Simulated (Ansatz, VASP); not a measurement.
## NbRu in two plane-wave programs

Aim: how closely do two programs agree when they are given the same cell, functional and k mesh? The structure shown is the end of the VASP relaxation below.

Calculated with Ansatz 0.2.0; plane waves, with VASP 6.6.1 beside it; single point at r2SCAN and band structure at r2SCAN.

## (1) The structure

The cell holds 8 atoms: 4 Ru and 4 Nb. Its edges and angles: a = 3.000 Å, b = 3.000 Å, c = 26.830 Å, α = 90.0°, β = 90.0°, γ = 90.0°. It derives from NbRu. The (0 0 1) slab of NbRu, cut from the database cell (so at first; earlier steps may have moved the atoms). Vacuum lies along c.

As a file:

```xyz
8
Lattice="3.0000 0.0000 0.0000 0.0000 3.0000 0.0000 0.0000 0.0000 26.8300" Properties=species:S:1:pos:R:3
Ru    1.5000    1.5000    7.5000
Ru    1.5000    1.5000   10.8800
Ru    1.5000    1.5000   14.4393
Ru    1.5000    1.5000   17.6844
Nb    0.0000    0.0000    9.1900
Nb    0.0000    0.0000   12.5700
Nb    0.0000    0.0000   16.0425
Nb    0.0000    0.0000   19.4540
```

## (2) VASP: relaxation, r2SCAN

This run makes the geometry at which the two programs are then compared.

Lines of VASP's logs that name or quote its potential files are left out, and so is its time.

INCAR reads:

```
SYSTEM = NbRu
PREC = Normal
ENCUT = 300
EDIFF = 1E-05
NELM = 120
ISMEAR = 1
SIGMA = 0.1
LREAL = .FALSE.
ALGO = Normal
METAGGA = R2SCAN
LASPH = .TRUE.
NBANDS = 66
LORBIT = 11
LWAVE = .FALSE.
LCHARG = .FALSE.
KPAR = 2
IBRION = 2
NSW = 40
ISIF = 2
EDIFFG = -0.03
POTIM = 0.4
MAXMIX = 40
IDIPOL = 3
LDIPOL = .TRUE.
DIPOL = 0.5 0.5 0.5
```

POSCAR reads:

```
NbRu
1.0
    3.0000000000      0.0000000000      0.0000000000
    0.0000000000      3.0000000000      0.0000000000
    0.0000000000      0.0000000000     26.8300000000
Ru Nb
4 4
Selective dynamics
Direct
    0.5000000000      0.5000000000      0.2795378300  F F F
    0.5000000000      0.5000000000      0.4055162100  F F F
    0.5000000000      0.5000000000      0.5314946000  T T T
    0.5000000000      0.5000000000      0.6574729800  T T T
    0.0000000000      0.0000000000      0.3425270200  F F F
    0.0000000000      0.0000000000      0.4685054000  F F F
    0.0000000000      0.0000000000      0.5944837900  T T T
    0.0000000000      0.0000000000      0.7204621700  T T T
```

KPOINTS reads:

```
Automatic mesh
0
Gamma
9 9 1
0 0 0
```

PAW data sets: Ru_pv and Nb_sv (PBE family, release 64).

Launch:

```console
> mpirun -np 2 vasp_std
```

Numbers of over 12 decimals in the logs are rounded to 6 here.

What it wrote:

```text
[banner, memory and clock lines left out]
running    2 mpi-ranks, on    1 nodes
 distrk:  each k-point on    1 cores,    2 groups
 distr:  one band on    1 cores,    1 groups

 POSCAR found type information on POSCAR RuNb
 POSCAR found :  2 types and       8 ions
|                                                                             |
|               ----> ADVICE to this user running VASP <----                  |
|                                                                             |
|     You enforced a specific xc type in the INCAR file but a different       |
|     [... a line on the potential file left out ...]
|     I HOPE YOU KNOW WHAT YOU ARE DOING!                                     |
|                                                                             |

 LDA part: xc-table for (None), standard interpolation
 POSCAR, INCAR and KPOINTS ok, starting setup
 FFT: planning ... GRIDC
 FFT: planning ... GRID_SOFT
 FFT: planning ... GRID
 WAVECAR not read
 entering main loop
       N       E                     dE             d eps       ncg     rms          rms(c)
DAV:   1     0.784281104706E+03    0.78428E+03   -0.53589E+04  2468   0.112E+03
DAV:   2    -0.172988422785E+03   -0.95727E+03   -0.92607E+03  2256   0.465E+02
DAV:   3    -0.241478617408E+03   -0.68490E+02   -0.66367E+02  3384   0.971E+01
DAV:   4    -0.248636597530E+03   -0.71580E+01   -0.70512E+01  3568   0.241E+01
DAV:   5    -0.249118165921E+03   -0.48157E+00   -0.47916E+00  2966   0.646E+00    0.341E+01
DAV:   6    -0.295012636818E+03   -0.45894E+02   -0.44130E+02  3200   0.798E+01    0.566E+01
DAV:   7    -0.238750245091E+03    0.56262E+02   -0.11100E+03  3134   0.653E+01    0.567E+01
DAV:   8    -0.201348125873E+03    0.37402E+02   -0.24279E+02  2704   0.515E+01    0.161E+01
DAV:   9    -0.204746786198E+03   -0.33987E+01   -0.85499E+01  2992   0.317E+01    0.167E+01
DAV:  10    -0.200720705410E+03    0.40261E+01   -0.51326E+01  2984   0.224E+01    0.962E+00
DAV:  11    -0.200192589090E+03    0.52812E+00   -0.20583E+01  2984   0.134E+01    0.900E+00
DAV:  12    -0.199935892877E+03    0.25670E+00   -0.10878E+01  2734   0.864E+00    0.748E+00
DAV:  13    -0.199748202634E+03    0.18769E+00   -0.74995E-01  2768   0.325E+00    0.640E+00
DAV:  14    -0.199898346004E+03   -0.15014E+00   -0.45338E-01  2654   0.256E+00    0.644E+00
[...]
DAV:  31    -0.199477521552E+03   -0.36778E-04   -0.16441E-04  2472   0.419E-02    0.479E-02
DAV:  32    -0.199477598342E+03   -0.76790E-04   -0.38245E-05  1844   0.290E-02    0.393E-02
DAV:  33    -0.199477636805E+03   -0.38463E-04   -0.22374E-05  1540   0.222E-02    0.317E-02
DAV:  34    -0.199477699299E+03   -0.62495E-04   -0.15674E-05  1492   0.160E-02    0.285E-02
DAV:  35    -0.199477801566E+03   -0.10227E-03   -0.20488E-05  1500   0.202E-02    0.185E-02
DAV:  36    -0.199477813177E+03   -0.11611E-04   -0.16419E-05  1450   0.159E-02    0.146E-02
DAV:  37    -0.199477848788E+03   -0.35611E-04   -0.72367E-06  1324   0.144E-02    0.139E-02
DAV:  38    -0.199477848413E+03    0.37504E-06   -0.53170E-06  1286   0.137E-02
   1 F= -.19947785E+03 E0= -.19947567E+03  d E =-.199478E+03
[... from here on, the cycles between the ionic steps are left out ...]
   9 F= -.19954840E+03 E0= -.19954879E+03  d E =-.429694E-02
  10 F= -.19954841E+03 E0= -.19954882E+03  d E =-.430940E-02
  11 F= -.19954927E+03 E0= -.19954966E+03  d E =-.859735E-03
  12 F= -.19954932E+03 E0= -.19954973E+03  d E =-.909882E-03
  13 F= -.19954931E+03 E0= -.19954971E+03  d E =-.900237E-03
  14 F= -.19954970E+03 E0= -.19955007E+03  d E =-.381901E-03
  15 F= -.19954970E+03 E0= -.19955006E+03  d E =-.381092E-03
  16 F= -.19954975E+03 E0= -.19955009E+03  d E =-.430816E-03
  17 F= -.19954975E+03 E0= -.19955005E+03  d E =-.431256E-03
  18 F= -.19954973E+03 E0= -.19955007E+03  d E =-.413776E-03
 curvature:  -3.98 expect dE=-0.538E-03 dE for cont linesearch -0.150E-07
 trial: gam= 0.87867 g(F)=  0.135E-03 g(S)=  0.000E+00 ort =-0.848E-06 (trialstep = 0.222E+01)
 search vector abs. value=  0.281E-03
 bond charge predicted
       N       E                     dE             d eps       ncg     rms          rms(c)
DAV:   1    -0.199546396875E+03    0.33239E-02   -0.33209E-01  2118   0.384E+00    0.106E-01
DAV:   2    -0.199549804590E+03   -0.34077E-02   -0.23528E-02  1996   0.745E-01    0.626E-02
DAV:   3    -0.199550056772E+03   -0.25218E-03   -0.10586E-03  3162   0.137E-01    0.378E-02
DAV:   4    -0.199550025487E+03    0.31285E-04   -0.12338E-04  2332   0.609E-02    0.217E-02
DAV:   5    -0.199550041850E+03   -0.16363E-04   -0.33403E-05  1706   0.325E-02    0.128E-02
DAV:   6    -0.199550025941E+03    0.15908E-04   -0.11413E-05  1390   0.176E-02    0.111E-02
DAV:   7    -0.199550084569E+03   -0.58628E-04   -0.20405E-05  1536   0.269E-02    0.898E-03
DAV:   8    -0.199550055795E+03    0.28774E-04   -0.60814E-06  1202   0.150E-02    0.540E-03
DAV:   9    -0.199550074806E+03   -0.19011E-04   -0.36239E-06  1144   0.109E-02    0.452E-03
DAV:  10    -0.199550080075E+03   -0.52683E-05   -0.18676E-06  1136   0.841E-03
  19 F= -.19955008E+03 E0= -.19955044E+03  d E =-.351344E-03
 trial-energy change:   -0.000351  1 .order   -0.000222   -0.000298   -0.000146
 step:   2.5333(harm=  4.3524)  dis= 0.00539  next Energy=  -199.550091 (dE=-0.362E-03)
 reached required accuracy - stopping structural energy minimisation
```

OUTCAR, selected parts (step 2):

```text
ion  position               nearest neighbor table
   1  0.500  0.500  0.280-   5 2.71   5 2.71   5 2.71   5 2.71
   2  0.500  0.500  0.406-   6 2.71   6 2.71   6 2.71   6 2.71   5 2.71   5 2.71   5 2.71   5 2.71

  LATTYP: Found a simple tetragonal cell.
 ALAT       =     3.0000000000
 C/A-ratio  =     8.9433333333

 Subroutine GETGRP returns: Found  8 space group operations
 (whereof  8 operations were pure point group operations)

The static configuration has the point symmetry C_4v.

 Found     15 irreducible k-points:

   k-points           NKPTS =     15   k-points in BZ     NKDIM =     15   number of bands    NBANDS=     66

   dimension x,y,z NGX =    14 NGY =   14 NGZ =  120
   dimension x,y,z NGXF=    28 NGYF=   28 NGZF=  240

   ENCUT  =  300.0 eV  22.05 Ry    4.70 a.u.   4.24  4.24 37.89*2*pi/ulx,y,z

   NELECT =     108.0000    total number of electrons

 k-points in reciprocal lattice and weights: Automatic mesh
   0.00000000  0.00000000  0.00000000       0.012
   0.11111111  0.00000000  0.00000000       0.049
   0.22222222  0.00000000  0.00000000       0.049
   0.33333333  0.00000000  0.00000000       0.049
   0.44444444  0.00000000  0.00000000       0.049
   0.11111111  0.11111111  0.00000000       0.049
   0.22222222  0.11111111  0.00000000       0.099
   0.33333333  0.11111111  0.00000000       0.099
   0.44444444  0.11111111  0.00000000       0.099
[...]
0.44444444  0.33333333  0.00000000       0.099
   0.44444444  0.44444444  0.00000000       0.049

 dipolmoment           0.000000      0.000000      0.020884 electrons x Angstroem

 average (electrostatic) potential at core
       1 -79.7067       2 -80.4279       3 -80.4904       4 -80.6574       5 -89.9442
       6 -89.9604       7 -90.0748       8 -89.9684

 E-fermi :   4.3412

 k-point     1 :       0.0000    0.0000    0.0000
  band No.  band energies     occupation
    ...
     52       3.4605      2.00000
     53       3.5951      2.00000
     54       3.9614      2.00000
     55       3.9785      2.00000
     56       4.3249      1.27262
     57       4.4849     -0.06070
     58       4.5559     -0.00969
     59       5.0574     -0.00000
     60       5.4441     -0.00000
     61       5.4441     -0.00000
    ...

 k-point     2 :       0.1111    0.0000    0.0000
  band No.  band energies     occupation
    ...
     53       3.6100      2.00000
     54       4.0705      2.00087
     55       4.2169      2.07081
     56       4.2931      1.71954
     57       4.3142      1.44003
     58       4.6120     -0.00087
     59       4.7337     -0.00000
     60       5.3908     -0.00000
     61       5.8393     -0.00000
     62       5.9798     -0.00000
    ...

 k-point     3 :       0.2222    0.0000    0.0000
  band No.  band energies     occupation
    ...
     52       3.5354      2.00000
     53       3.7303      2.00000
     54       3.8722      2.00000
     55       3.9655      2.00000
     56       4.2982      1.65919
     57       4.5034     -0.04409
     58       4.5659     -0.00666
     59       4.9510     -0.00000
     60       5.1773     -0.00000
     61       5.4026     -0.00000
    ...

  Total       -0.4340986     -0.4340986     -2.9930982      0.0000000      0.0000000     -0.0000000
  in kB       -2.8802870     -2.8802870    -19.8595027      0.0000000      0.0000000     -0.0000000
  external PRESSURE =      -8.5400256 kB  Pullay stress =       0.0000000 kB

  energy-cutoff  :      300.00
  volume of cell :      241.47
      direct lattice vectors                 reciprocal lattice vectors
     3.000000000  0.000000000  0.000000000     0.333333333  0.000000000  0.000000000
     0.000000000  3.000000000  0.000000000     0.000000000  0.333333333  0.000000000
     0.000000000  0.000000000 26.830000000     0.000000000  0.000000000  0.037271711

 POSITION                                       TOTAL-FORCE (eV/Angst)
 -----------------------------------------------------------------------------------
      1.50000      1.50000      7.50000         0.000000      0.000000      2.155189
      1.50000      1.50000     10.88000         0.000000     -0.000000     -0.234443
      1.50000      1.50000     14.43926         0.000000     -0.000000      0.007437
      1.50000      1.50000     17.68444         0.000000     -0.000000     -0.000886
      0.00000      0.00000      9.19000         0.000000     -0.000000     -2.452021
      0.00000      0.00000     12.57000         0.000000     -0.000000      0.501142
      0.00000      0.00000     16.04246        -0.000000     -0.000000     -0.002615
      0.00000      0.00000     19.45398        -0.000000      0.000000      0.026196
 -----------------------------------------------------------------------------------
    total drift:                                0.000000      0.000000     -0.001122

  FREE ENERGIE OF THE ION-ELECTRON SYSTEM (eV)
  ---------------------------------------------------
  free  energy   TOTEN  =      -199.5500800748 eV

  energy  without entropy=     -199.5511587250  energy(sigma->0) =     -199.55043962

 reached required accuracy - stopping structural energy minimisation

 vacuum level on the upper side and lower side of the slab         9.028         8.629

 total charge
# of ion       s       p       d       tot
------------------------------------------
    1        0.373   6.112   6.070  12.555
    2        0.430   6.269   6.100  12.799
    3        0.417   6.280   6.051  12.748
    4        0.425   6.289   6.030  12.744
    5        2.225   6.044   2.344  10.613
    6        2.213   6.033   2.343  10.589
    7        2.236   6.064   2.372  10.672
    8        2.199   5.964   2.395  10.557
--------------------------------------------------
tot         10.518  49.054  33.706  93.278

[... 3 further parts left out ...]
```

The run keeps the 8 symmetry operations of its start, so it cannot find a distortion of lower symmetry.

(Continued in part 2 of 2.)

[Lines on the potential files, build, host, timing and source positions are cut from VASP's logs without a mark.]

[Logs are printed without paths, hosts, clocks, repeated set-up lines and the standing remarks that a program may print on its own settings, such as how far it seeks lower states.]

[Hosts, paths, dates, database ids (printed as entryN), source tags and the programs' standing remarks are cut or masked in the printed files.]
